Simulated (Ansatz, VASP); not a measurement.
# Cross-check of GaP between VASP and Ansatz, part 2 of 2

Wanted: the spread between two codes on one cell, functional and k mesh. The cell is taken from a series of runs on this material, whose earlier steps may have relaxed, scaled, displaced or heated it; both programs get it as it stands.

VASP 6.6.1 and Ansatz 0.2.0.

So far: Starting point; VASP: zone-centre phonons, LDA.

## 3. Ansatz: zone-centre phonons, LDA

Level of this step: Ansatz beside VASP: Kohn-Sham DFT, plane waves, LDA (Ansatz).

Ansatz runs on its PAW soft_1 files.

The same cell, functional (in two slightly different forms) and mesh now go to Ansatz, which takes its cutoff from its data sets.

File input.yaml:

```yaml
crystal:
  lattice:
    - [0.0, 2.6796031706, 2.7496198055]
    - [2.6796031706, 0.0, 2.7496198055]
    - [2.6796031706, 2.6796031706, 0.0]
  atoms:
    - { symbol: P, position: [0.75, 0.75, 0.75] }
    - { symbol: Ga, position: [0.0, 0.0, 0.0] }
kpoints:
  mp_grid: { grid: [12, 12, 12] }
hamiltonian:
  xc: lda
  pseudopotentials: { kind: paw, azcp: { folder: soft_1 }, xc_functional: pbe }
scf:
  occupations: { method: fixed }
output:
  eigenvalues: true
phonons:
  method: dfpt
  dielectric: true
  rigid_motions: translations
```

Started as:

```bash
$ ansatz run input.yaml --threads 4 --pin off --max-ram 10240MiB --backend cpu --events-out ev --progress --plain --runs-dir out
```

Numbers of over 12 decimals in the logs are rounded to 6 here.

Log:

```text
Engine: ansatz 0.2.0, aarch64-unknown-linux-gnu
Pseudopotentials: kind: paw
Pseudopotential: P, paw, valence charge 5, recommended cutoff 420 eV (normal), soft_1/P.paw.azcp
Pseudopotential: Ga, paw, valence charge 13, recommended cutoff 420 eV (normal), soft_1/Ga.paw.azcp
Functional definition: SPW92
  exchange = slater_x
  correlation = pw_c
Crystal: 2 atoms, lattice volume = 39.486 Å³
Basis set: ecut = 420 eV, 757 PW (Γ), exchange–correlation on 54×54×54 points (8 copies of the dense FFT grid, shifted against one another)
Bands: 13, of which v1, the nominal top of the filled ones, is band 9 counted from 1 (8 counted from 0)
Symmetry: 8 space group operations
k-points: 868 of 1728 (irreducible under 1 space group operation, time reversal used)
Non-local potential: P, projectors of the file, l = 0: 2, l = 1: 2, l = 2: 1
Non-local potential: Ga, projectors of the file, l = 0: 2, l = 1: 2, l = 2: 3, l = 3: 1
PAW form: soft (Blöchl's): semilocal exchange-correlation on the pseudo side does not see the compensation charge
PAW frozen core: P, regenerated for the run's functional, and the local potential with it (the file was generated under x = pbe(κ = 0.804, μ = 0.219515), c = pbe(β = 0.066725))
PAW frozen core: Ga, regenerated for the run's functional, and the local potential with it (the file was generated under x = pbe(κ = 0.804, μ = 0.219515), c = pbe(β = 0.066725))
PAW one-centre angular grid: P, 110 points (default); XC on 64 Gauss nodes
PAW one-centre angular grid: Ga, 590 points (default); XC on 64 Gauss nodes
Initial density: superposition of atomic densities (chi_scale 0.1, normalization cell, long waves kept (reshape's long-wave potential 0.00 eV rms))
Initial wavefunctions: pseudopotential atomic-orbital guess
Functional: x = slater, c = lda
SCF iter   1: F=—  HF=-4433.959995 eV  |F-HF|=—  |Δ(HF+E_count)|=         —  Δρ=4.45e-2  dr2=6.57e-1  ethr=3.10e-3  ⟨swp⟩=5.0  Hψ=60889  notcnv=0  defer=1662
preconditioner: auto → none  [insulator: Δε(μ)=1.725 eV  Ē_g=15.475 eV  n_scr=14 (ndim 8)  ℏωp=25.1 eV  f_vac=0.000  ε∞_Penn≈3.6]
SCF iter   2: F=—  HF=-4433.785693 eV  |F-HF|=—  |Δ(HF+E_count)|=   1.74e-1  Δρ=2.01e-2  dr2=9.04e-2  ethr=3.10e-3  ⟨swp⟩=2.1  Hψ=20674  notcnv=0  defer=1623
SCF iter   3: F=—  HF=-4433.771887 eV  |F-HF|=—  |Δ(HF+E_count)|=   1.38e-2  Δρ=5.14e-3  dr2=1.04e-2  ethr=5.02e-4  ⟨swp⟩=3.0  Hψ=20785  notcnv=0  defer=1710
SCF iter   4: F=—  HF=-4433.768011 eV  |F-HF|=—  |Δ(HF+E_count)|=   3.88e-3  Δρ=2.29e-3  dr2=7.44e-4  ethr=5.76e-5  ⟨swp⟩=2.9  Hψ=21936  notcnv=0  defer=1735
SCF iter   5: F=—  HF=-4433.767685 eV  |F-HF|=—  |Δ(HF+E_count)|=   3.26e-4  Δρ=5.26e-4  dr2=4.14e-5  ethr=4.14e-6  ⟨swp⟩=2.0  Hψ=20838  notcnv=0  defer=1735
SCF iter   6: F=—  HF=-4433.767685 eV  |F-HF|=—  |Δ(HF+E_count)|=   6.95e-8  Δρ=2.91e-5  dr2=1.98e-7  ethr=2.30e-7  ⟨swp⟩=2.4  Hψ=14198  notcnv=0  defer=1036
SCF iter   7: F=—  HF=-4433.767684 eV  |F-HF|=—  |Δ(HF+E_count)|=   7.32e-7  Δρ=5.95e-6  dr2=6.92e-9  ethr=1.10e-9  ⟨swp⟩=2.0  Hψ=19099  notcnv=0  defer=576
SCF iter   8: F=-4433.767684 eV  HF=-4433.767684 eV  |F-HF|=1.55e-11  |Δ(HF+E_count)|=  4.89e-10  Δρ=2.39e-7  dr2=9.77e-12  ethr=1.00e-12  ⟨swp⟩=8.0  Hψ=88224  notcnv=0
SCF 1 converged in 8 iterations: F = -4433.767684 eV  dr2 = 9.77e-12
  greatest PAW one-centre occupation: 0.994 electrons in one spin orbital (limit 2), on the Ga atom at site 1 (counted from 0), in its partial waves of l = 2
NSCF: frozen V_eff on 3 k-points
DFPT response loops at Γ: preconditioner auto → none (the input reference at scf.mixing.eps_inf says where Resta's filter doesn't serve); β = 0.50; Broyden in place of MSR1
── the response to a field inside a basis, on 12×12×12 k-points: an SCF that follows is theirs, and a resumed run solves both again ──
Bands: 10, of which v1, the nominal top of the filled ones, is band 9 counted from 1 (8 counted from 0)
k-points: 468 of 1728 (irreducible under 2 space group operations, time reversal used)
Initial density: handed on by an earlier stage of this run
Initial wavefunctions: pseudopotential atomic-orbital guess (no wavefunctions were taken with the density)
Eigensolver: Dense (468 Hₖ)
SCF iter   1: F=—  HF=-4433.767242 eV  |F-HF|=—  |Δ(HF+E_count)|=         —  Δρ=1.29e-4  dr2=2.41e-6  ethr=1.00e-1
preconditioner: auto → none  [insulator: Δε(μ)=1.375 eV  Ē_g=13.229 eV  n_scr=14 (ndim 8)  ℏωp=25.1 eV  f_vac=0.003  ε∞_Penn≈4.6]
SCF iter   2: F=—  HF=-4433.767241 eV  |F-HF|=—  |Δ(HF+E_count)|=   8.56e-7  Δρ=9.72e-5  dr2=1.50e-6  ethr=1.34e-8
SCF iter   3: F=—  HF=-4433.767241 eV  |F-HF|=—  |Δ(HF+E_count)|=   2.32e-7  Δρ=2.46e-5  dr2=2.21e-7  ethr=8.35e-9
SCF iter   4: F=-4433.767241 eV  HF=-4433.767241 eV  |F-HF|=2.55e-9  |Δ(HF+E_count)|=   2.88e-7  Δρ=3.27e-6  dr2=3.22e-9  ethr=1.23e-9
SCF 1 converged in 4 iterations: F = -4433.767241 eV  dr2 = 3.22e-9
DFPT response loops at Γ: mixed as the last ones told, above
WARN: field response: ε∞ stands inside a basis, on 12×12×12 points; the force constants stand on the 12×12×12 k-mesh, whose period is 12.62 times the interband length at k = (0.0000, 0.0000, 0.0000), direct gap 1.758 eV, under 14: take them and everything formed from them as unconverged, and compare with a denser kpoints.mp_grid
SCF converged after 8 iterations
Free energy (F): -4433.767684 eV
Harris-Foulkes:  -4433.767684 eV  (|F-HF|=1.55e-11)
Internal energy: -4433.767684 eV  (E = F + TS)
E sigma→0 (E₀):  -4433.767684 eV
Fermi energy:    7.195081 eV
--- Per-component energies (eV) ---
  E_band       = -60.062997
  E_kinetic    = 181.830666
  E_local      = -1663.826311  (includes V_loc(G=0)·N_el)
  E_nonlocal   = -57.332050
  E_hartree    = 1008.261854
  E_xc         = -135.806191
  E_vxc        = -118.408071  (∫ρ·V_xc dr)
  E_paw        = -2445.074556  (= ΣΔE_a)
  E_vpaw       = -418.850659  (= ΣTr[D̂ρ^β])
  E_aug_tail   = -0.000216  (compensation charges beyond the density's cutoff)
  E_ewald      = -1323.666715
  E_core_change = 1.845833  (= ΣΔE_core)
  E_smearing   = -0.000000  (= −TS)
  E_closure    = -0.000000  (closes the sum)
  Σ components = -4433.767684   (vs F -4433.767684, Δ=0.00e0)
--- Band table (eV; the first three rows and the last of 868) ---
  k-point 0: bands = [... 5 lower, -5.5622, 7.0396, 7.1951, 7.1951, 8.9533, 10.9108, 10.9108, 10.9676]
  k-point 1: bands = [... 5 lower, -5.4687, 6.2069, 6.9737, 7.0834, 9.4453, 11.0716, 11.0896, 11.1898]
  k-point 2: bands = [... 5 lower, -5.1942, 4.6828, 6.6830, 6.8223, 9.4957, 11.4874, 11.4953, 12.1289]
  k-point 867: bands = [... 5 lower, -3.3972, 0.2891, 5.8661, 6.0888, 8.7061, 11.6821, 11.8672, 15.2455]
--- Phonons (Γ-DFPT): 4 representative perturbations + reference, on 868 of 1728 k-points (Σ response iterations 12) ---
  k mesh reduced under 1 symmetry operation, with k and −k counted as one. Each operation leaves every solved perturbation unchanged. A smaller set is not considered because the run solves the response to a homogeneous field
  ASR residual: 1.116e-4 → 0.000e0 eV/Å²; symmetrization residual: 3.304e-6 eV/Å²
  ASR residual per site (eV/Å²): 8.50e-5 1.12e-4
  Γ frequencies (cm⁻¹): 0.00 0.00 0.00 360.74 360.74 362.01
  ε∞ (high-frequency dielectric tensor):
       10.632121     0.000000     0.000000
        0.000000    10.632121     0.000000
        0.000000     0.000000    10.896982
  ε⁰ (static dielectric tensor: ions relaxed, cell fixed):
       12.461853    -0.000000     0.000000
       -0.000000    12.461853     0.000000
        0.000000     0.000000    12.922972
  ε⁰ − ε∞ (ionic part):
        1.829732    -0.000000     0.000000
       -0.000000     1.829732     0.000000
        0.000000     0.000000     2.025990
  softest optical mode at Γ: 360.74 cm⁻¹; the repairs (sum rule, projections) moved no ω² at Γ by more than (0.96 cm⁻¹)²
  Born effective charges Z* (e; rows j = field, columns β = displacement):
    site 0:
        -2.02429    0.00000   -0.00000
         0.00000   -2.02429   -0.00000
         0.00000   -0.00000   -2.13759
    site 1:
         2.02429   -0.00000    0.00000
         0.00000    2.02429    0.00000
        -0.00000    0.00000    2.13759
  Z* charge neutrality: 8.959e-4 e pre-enforcement
  solved inside a basis spanned on kpoints, on 12×12×12 k-points, its susceptibility summed on 16×16×16: ε∞ is read to err by 3.2e-2, Z* by 1.5e-2 e (field_mesh: kpoints solves on kpoints); Z* is corrected for what the basis lacks
  optical modes at Γ without the LO–TO term, one row a degenerate level:
      ω (cm⁻¹)  modes    IR ((D/Å)²/amu)
        360.74      2             8.8162
        362.01      1             4.9154
  optical modes at Γ + LO–TO along q̂ = [1.0000, 0.0000, 0.0000]:
      ω (cm⁻¹)  modes    IR ((D/Å)²/amu)
        360.74      1             4.4081
        362.01      1             4.9154
        390.55      1             4.4081
  optical modes at Γ + LO–TO along q̂ = [0.0000, 1.0000, 0.0000]:
      ω (cm⁻¹)  modes    IR ((D/Å)²/amu)
        360.74      1             4.4081
        362.01      1             4.9154
        390.55      1             4.4081
  optical modes at Γ + LO–TO along q̂ = [0.0000, 0.0000, 1.0000]:
      ω (cm⁻¹)  modes    IR ((D/Å)²/amu)
        360.74      2             8.8162
        394.23      1             4.9154
```

## 4. Differences

Known differences besides the potentials themselves: the two LDA forms differ slightly; fixed occupations in Ansatz, narrow Gaussian smearing in VASP; VASP's response is taken on the typed mesh, Ansatz refines its own for the field response alone; the cutoff is 420 eV in Ansatz and 500 eV in VASP; VASP's log shows a relativistic correction to its local exchange, Ansatz's none. Total energies have different zeros and are not compared.

Compared:

| quantity | Ansatz | VASP | difference |
| --- | --- | --- | --- |
| ε∞ xx | 10.63 | 10.69 | -0.57 % |
| ε∞ yy | 10.63 | 10.69 | -0.57 % |
| ε∞ zz | 10.90 | 10.93 | -0.33 % |
| Born charge of P1 (mean of the diagonal) (e) | -2.06 | -2.08 | +0.02 |
| Born charge of Ga2 (mean of the diagonal) (e) | 2.06 | 2.08 | -0.02 |
| optical mode 1 to 2 (cm⁻¹) | 360.7 | 360.5 | +0.06 % |
| optical mode 3 (cm⁻¹) | 362.0 | 361.9 | +0.03 % |

Modes are paired by rising frequency, not by their patterns, so a pair may set unlike modes beside each other; they are those without the splitting of longitudinal modes.

## 5. Results

| Item | Value |
| --- | --- |
| r.m.s. difference of the optical zone-centre modes, each program's sorted by frequency (zone-centre phonons, LDA) | 0.17 cm⁻¹ |
| difference in ε∞ xx (zone-centre phonons, LDA) | -0.6 % |

In words: The r.m.s. difference of the optical zone-centre modes, each program's sorted by frequency is 0.17 cm⁻¹ (zone-centre phonons, LDA). Among the rows given in per cent, the largest difference of the zone-centre phonons, LDA pair is in ε∞ xx, -0.6 %. Such differences can come from data sets, numerical settings and the points named under the comparisons, not from the functional's error against experiment.

[Lines on the potential files, build, host, timing and source positions are cut from VASP's logs without a mark.]

[Logs are printed without paths, hosts, clocks, repeated set-up lines and the standing remarks that a program may print on its own settings, such as how far it seeks lower states.]

[Hosts, paths, dates, database ids (printed as entryN), source tags and the programs' standing remarks are cut or masked in the printed files.]
